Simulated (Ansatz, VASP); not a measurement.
# SnO2 (Cassiterite) in two plane-wave programs

Aim: how closely do two programs agree when they are given the same cell, functional and k mesh? The cell is taken from a series of runs on this material, whose earlier steps may have relaxed, scaled, displaced or heated it; both programs get it as it stands.

Method: plane waves, with VASP 6.6.1 beside it; zone-centre phonons at LDA, in Ansatz 0.2.0.

### Step 1. Starting point

It takes space group P4_2/mnm (No. 136, tetragonal). The conventional cell has a = 4.700 Å, b = 4.700 Å, c = 3.215 Å, α = 90.00°, β = 90.00°, γ = 90.00°. Nearest to Sn lie 6 O at 2.03 to 2.06 Å. Nearest to O lie 3 Sn at 2.03 to 2.06 Å. Farther neighbours and most contacts between anions are not listed.

### Step 2. Ansatz: zone-centre phonons, LDA

Ansatz runs on its default PAW (the set named soft_2) files.

Second derivatives magnify differences that forces hide, and they need a tight electronic threshold.

File input.yaml:

```yaml
crystal:
  lattice:
    - [4.6995921104, 0.0, 0.0]
    - [0.0, 4.6995921104, 0.0]
    - [0.0, 0.0, 3.2149198589]
  atoms:
    - { symbol: Sn, position: [0.0, 0.0, 0.0] }
    - { symbol: Sn, position: [0.5, 0.5, 0.5] }
    - { symbol: O, position: [0.3058350208, 0.3058350208, 0.0] }
    - { symbol: O, position: [0.1941649792, 0.8058350208, 0.5] }
    - { symbol: O, position: [0.6941649792, 0.6941649792, 0.0] }
    - { symbol: O, position: [0.8058350208, 0.1941649792, 0.5] }
kpoints:
  mp_grid: { grid: [4, 4, 4] }
hamiltonian:
  xc: lda
scf:
  occupations: { method: fixed }
output:
  eigenvalues: true
basis:
  ecutwfc: 260.0
phonons:
  method: dfpt
  dielectric: true
  rigid_motions: translations
```

Run with:

```bash
$ ansatz run input.yaml --threads 4 --pin off --max-ram 15360MiB --backend cpu --events-out ev --progress --plain --runs-dir out
```

Numbers of over 12 decimals in the logs are rounded to 6 here.

Log:

```text
Warning: basis.ecutwfc = 260 eV is below the records' recommended 420 eV, and the density's cutoff is lower with it unless basis.ecutrho_ratio is high enough to keep the records' density cutoff: compare with a run at a higher cutoff
Engine: ansatz 0.2.0, aarch64-unknown-linux-gnu
Pseudopotentials: kind: paw
Pseudopotential: Sn, paw, valence charge 14, recommended cutoff 420 eV (normal), Sn.paw.azcp
Pseudopotential: O, paw, valence charge 6, recommended cutoff 420 eV (normal), O.paw.azcp
Functional definition: SPW92
  exchange = slater_x
  correlation = pw_c
Crystal: 6 atoms, lattice volume = 71.005 Å³
Basis set: ecut = 260 eV, 681 PW (Γ), exchange–correlation on 60×60×36 points (8 copies of the dense FFT grid, shifted against one another)
Bands: 32, of which v1, the nominal top of the filled ones, is band 26 counted from 1 (25 counted from 0)
Symmetry: 16 space group operations
k-points: 36 of 64 (irreducible under 1 space group operation, time reversal used)
Non-local potential: Sn, projectors of the file, l = 0: 2, l = 1: 2, l = 2: 2, l = 3: 2
Non-local potential: O, projectors of the file, l = 0: 2, l = 1: 2, l = 2: 1
PAW form: soft (Blöchl's): semilocal exchange-correlation on the pseudo side does not see the compensation charge
PAW frozen core: Sn, regenerated for the run's functional, and the local potential with it (the file was generated under x = pbe(κ = 0.804, μ = 0.219515), c = pbe(β = 0.066725))
PAW frozen core: O, regenerated for the run's functional, and the local potential with it (the file was generated under x = pbe(κ = 0.804, μ = 0.219515), c = pbe(β = 0.066725))
PAW one-centre angular grid: Sn, 590 points (default); XC on 64 Gauss nodes
PAW one-centre angular grid: O, 110 points (default); XC on 64 Gauss nodes
Initial density: superposition of atomic densities (neutral atoms: chi_scale 0, normalization atom), corrected by the library's trained network
Initial wavefunctions: pseudopotential atomic-orbital guess
Functional: x = slater, c = lda
SCF iter   1: F=—  HF=-13974.110042 eV  |F-HF|=—  |Δ(HF+E_count)|=         —  Δρ=6.00e-2  dr2=1.20e0  ethr=1.77e-3  ⟨swp⟩=4.9  Hψ=4248  notcnv=0  defer=144
preconditioner: auto → Resta (q_TF=auto, 2.590 Å⁻¹)  ε∞=3.7  [insulator: Δε(μ)=0.640 eV  Ē_g=19.483 eV  n_scr=18 (ndim 8)  ℏωp=31.8 eV  f_vac=0.021  ε∞_Penn≈3.7]
SCF iter   2: F=—  HF=-13973.689015 eV  |F-HF|=—  |Δ(HF+E_count)|=   4.21e-1  Δρ=1.50e-2  dr2=3.66e-2  ethr=1.77e-3  ⟨swp⟩=2.0  Hψ=2051  notcnv=0  defer=142
SCF iter   3: F=—  HF=-13973.681760 eV  |F-HF|=—  |Δ(HF+E_count)|=   7.25e-3  Δρ=7.54e-3  dr2=7.43e-3  ethr=7.03e-5  ⟨swp⟩=2.0  Hψ=1973  notcnv=0  defer=144
SCF iter   4: F=—  HF=-13973.681954 eV  |F-HF|=—  |Δ(HF+E_count)|=   1.94e-4  Δρ=1.25e-3  dr2=2.51e-4  ethr=1.43e-5  ⟨swp⟩=3.0  Hψ=2099  notcnv=0  defer=144
SCF iter   5: F=—  HF=-13973.682005 eV  |F-HF|=—  |Δ(HF+E_count)|=   5.07e-5  Δρ=8.44e-5  dr2=3.14e-6  ethr=4.82e-7  ⟨swp⟩=2.3  Hψ=1396  notcnv=0  defer=65
SCF iter   6: F=—  HF=-13973.682008 eV  |F-HF|=—  |Δ(HF+E_count)|=   2.91e-6  Δρ=1.27e-5  dr2=6.52e-8  ethr=6.03e-9  ⟨swp⟩=2.0  Hψ=1509  notcnv=0  defer=61
SCF iter   7: F=—  HF=-13973.682008 eV  |F-HF|=—  |Δ(HF+E_count)|=   7.43e-9  Δρ=1.13e-6  dr2=1.35e-9  ethr=1.25e-10  ⟨swp⟩=2.1  Hψ=1667  notcnv=0  defer=61
SCF iter   8: F=-13973.682008 eV  HF=-13973.682008 eV  |F-HF|=1.64e-11  |Δ(HF+E_count)|=  4.37e-11  Δρ=2.51e-7  dr2=5.23e-11  ethr=1.00e-12  ⟨swp⟩=12.1  Hψ=7368  notcnv=0
SCF 1 converged in 8 iterations: F = -13973.682008 eV  dr2 = 5.23e-11
  greatest PAW one-centre occupation: 1.003 electrons in one spin orbital (limit 2), on the Sn atom at site 1 (counted from 0), in its partial waves of l = 2
DFPT response loops at Γ: preconditioner auto → Resta (q_TF=auto, 2.590 Å⁻¹)  ε∞=7.9 (no band partly filled); β = 1.00, the filter's whole step (`scf.mixing.beta` (0.50) is not read by the response loops at its default; to damp them type it under 1.00, their step now; it binds the ground state too); Broyden in place of MSR1
── the response to a field inside a basis, on 6×6×8 k-points: an SCF that follows is theirs, and a resumed run solves both again ──
Bands: 27, of which v1, the nominal top of the filled ones, is band 26 counted from 1 (25 counted from 0)
k-points: 24 of 288
Initial density: handed on by an earlier stage of this run
Initial wavefunctions: pseudopotential atomic-orbital guess (no wavefunctions were taken with the density)
Eigensolver: Dense (24 Hₖ)
SCF iter   1: F=—  HF=-13978.600541 eV  |F-HF|=—  |Δ(HF+E_count)|=         —  Δρ=3.55e-2  dr2=3.08e-1  ethr=1.00e-1
preconditioner: auto → Resta (q_TF=auto, 2.590 Å⁻¹)  ε∞=4.8  [insulator: Δε(μ)=1.935 eV  Ē_g=16.222 eV  n_scr=18 (ndim 8)  ℏωp=31.8 eV  f_vac=0.020  ε∞_Penn≈4.8]
SCF iter   2: F=—  HF=-13978.485131 eV  |F-HF|=—  |Δ(HF+E_count)|=   1.15e-1  Δρ=1.03e-2  dr2=1.99e-2  ethr=5.93e-4
SCF iter   3: F=—  HF=-13978.480046 eV  |F-HF|=—  |Δ(HF+E_count)|=   5.08e-3  Δρ=5.26e-3  dr2=4.54e-3  ethr=3.83e-5
SCF iter   4: F=—  HF=-13978.478891 eV  |F-HF|=—  |Δ(HF+E_count)|=   1.16e-3  Δρ=4.18e-4  dr2=6.39e-5  ethr=8.73e-6
SCF iter   5: F=—  HF=-13978.478874 eV  |F-HF|=—  |Δ(HF+E_count)|=   1.64e-5  Δρ=5.48e-5  dr2=1.41e-6  ethr=1.23e-7
SCF iter   6: F=-13978.478874 eV  HF=-13978.478874 eV  |F-HF|=2.03e-8  |Δ(HF+E_count)|=   1.22e-7  Δρ=8.00e-6  dr2=6.26e-8  ethr=2.71e-9
SCF 1 converged in 6 iterations: F = -13978.478874 eV  dr2 = 6.26e-8
  greatest PAW one-centre occupation: 0.999 electrons in one spin orbital (limit 2), on the Sn atom at site 1 (counted from 0), in its partial waves of l = 2
DFPT response loops at Γ: preconditioner auto → Resta (q_TF=auto, 2.590 Å⁻¹)  ε∞=5.7 (no band partly filled); β = 1.00, the filter's whole step (`scf.mixing.beta` (0.50) is not read by the response loops at its default; to damp them type it under 1.00, their step now; it binds the ground state too); Broyden in place of MSR1
WARN: field response: ε∞ stands inside a basis, on 6×6×8 points; the force constants stand on the 4×4×4 k-mesh, whose period is 8.48 times the interband length at k = (0.0000, 0.0000, 0.0000), direct gap 0.956 eV, under 14: take them and everything formed from them as unconverged, and compare with a denser kpoints.mp_grid
SCF converged after 8 iterations
Free energy (F): -13973.682008 eV
Harris-Foulkes:  -13973.682008 eV  (|F-HF|=1.64e-11)
Internal energy: -13973.682008 eV  (E = F + TS)
E sigma→0 (E₀):  -13973.682008 eV
Fermi energy:    9.309328 eV
--- Per-component energies (eV) ---
  E_band       = -129.155975
  E_kinetic    = 1111.882401
  E_local      = -2825.989188  (includes V_loc(G=0)·N_el)
  E_nonlocal   = 123.639680
  E_hartree    = 1461.005843
  E_xc         = -1050.509960
  E_vxc        = -575.361504  (∫ρ·V_xc dr)
  E_paw        = -8592.768931  (= ΣΔE_a)
  E_vpaw       = -885.394776  (= ΣTr[D̂ρ^β])
  E_aug_tail   = 0.055333  (compensation charges beyond the density's cutoff)
  E_ewald      = -4202.234669
  E_core_change = 1.237482  (= ΣΔE_core)
  E_smearing   = -0.000000  (= −TS)
  E_closure    = 0.000000  (closes the sum)
  Σ components = -13973.682008   (vs F -13973.682008, Δ=0.00e0)
--- Band table (eV; the first three rows and the last of 36) ---
  k-point 0: bands = [... 22 lower, 8.0060, 8.5022, 8.5022, 9.3093, 10.2654, 15.1251, 15.2763, 15.2763, ... 2 higher]
  k-point 1: bands = [... 22 lower, 6.7731, 8.3943, 8.3943, 8.7986, 12.8848, 16.0497, 17.4097, 17.4097, ... 2 higher]
  k-point 2: bands = [... 22 lower, 7.6730, 7.6730, 8.0113, 8.0113, 15.3318, 15.3318, 18.8917, 18.8917, ... 2 higher]
  k-point 35: bands = [... 22 lower, 8.3282, 8.3282, 8.3817, 8.3817, 13.9810, 13.9810, 17.9570, 17.9570, ... 2 higher]
--- Phonons (Γ-DFPT): 4 representative perturbations + reference, on 36 of 64 k-points (Σ response iterations 12) ---
  k mesh reduced under 1 symmetry operation, with k and −k counted as one. Each operation leaves every solved perturbation unchanged. A smaller set is not considered because the run solves the response to a homogeneous field
  ASR residual: 1.362e-4 → 0.000e0 eV/Å²; symmetrization residual: 3.784e-6 eV/Å²
  ASR residual per site (eV/Å²): 1.06e-4 1.06e-4 1.36e-4 1.36e-4 1.36e-4 1.36e-4
  Γ frequencies (cm⁻¹): 0.00 0.00 0.00 140.60 145.28 207.96 207.96 294.79 294.79 336.92 479.70 479.70 487.41 568.92 630.47 630.47 684.53 796.25
  ε∞ (high-frequency dielectric tensor):
        4.464703     0.000000     0.000000
        0.000000     4.464703     0.000000
        0.000000     0.000000     4.805061
  ε⁰ (static dielectric tensor: ions relaxed, cell fixed):
       12.878215     0.000000     0.000000
        0.000000    12.878215    -0.000000
        0.000000    -0.000000     9.713823
  ε⁰ − ε∞ (ionic part):
        8.413512     0.000000     0.000000
        0.000000     8.413512    -0.000000
        0.000000    -0.000000     4.908763
  softest optical mode at Γ: 140.60 cm⁻¹; the repairs (sum rule, projections) moved no ω² at Γ by more than (1.93 cm⁻¹)²
  Born effective charges Z* (e; rows j = field, columns β = displacement):
    site 0:
         4.13873    0.44631    0.00000
         0.44631    4.13873    0.00000
         0.00000    0.00000    4.60511
    site 1:
         4.13873   -0.44631    0.00000
        -0.44631    4.13873    0.00000
         0.00000    0.00000    4.60511
    site 2:
        -2.06936   -0.75833    0.00000
        -0.75833   -2.06936    0.00000
         0.00000    0.00000   -2.30255
    site 3:
        -2.06936    0.75833    0.00000
         0.75833   -2.06936    0.00000
         0.00000    0.00000   -2.30255
    site 4:
        -2.06936   -0.75833    0.00000
        -0.75833   -2.06936    0.00000
         0.00000    0.00000   -2.30255
    site 5:
[...]
Z* charge neutrality: 5.279e-2 e pre-enforcement
  solved inside a basis spanned on kpoints, on 6×6×8 k-points, its susceptibility summed on 8×8×12: ε∞ is read to err by 4.8e-2, Z* by 9.0e-2 e (field_mesh: kpoints solves on kpoints); Z* is corrected for what the basis lacks
  optical modes at Γ without the LO–TO term, one row a degenerate level:
      ω (cm⁻¹)  modes    IR ((D/Å)²/amu)
[...]
optical modes at Γ + LO–TO along q̂ = [1.0000, 0.0000, 0.0000]:
      ω (cm⁻¹)  modes    IR ((D/Å)²/amu)
[...]
optical modes at Γ + LO–TO along q̂ = [0.0000, 1.0000, 0.0000]:
      ω (cm⁻¹)  modes    IR ((D/Å)²/amu)
[...]
optical modes at Γ + LO–TO along q̂ = [0.0000, 0.0000, 1.0000]:
      ω (cm⁻¹)  modes    IR ((D/Å)²/amu)
[...]
294.79      2             3.1335
        336.92      1             0.0000
        479.70      2             0.0000
        568.92      1             0.0000
        630.47      2            49.0405
        684.53      1             0.0000
        693.02      1            38.8238
        796.25      1             0.0000
```

Reading the cycles: dr2 is the Hartree energy of the density residual (eV), the measure of convergence; HF is the Harris–Foulkes estimate of the energy, which meets the free energy F at convergence.

(Continued in part 2 of 3.)

[Lines on the potential files, build, host, timing and source positions are cut from VASP's logs without a mark.]

[Logs are printed without paths, hosts, clocks, repeated set-up lines and the standing remarks that a program may print on its own settings, such as how far it seeks lower states.]

[Hosts, paths, dates, database ids (printed as entryN), source tags and the programs' standing remarks are cut or masked in the printed files.]
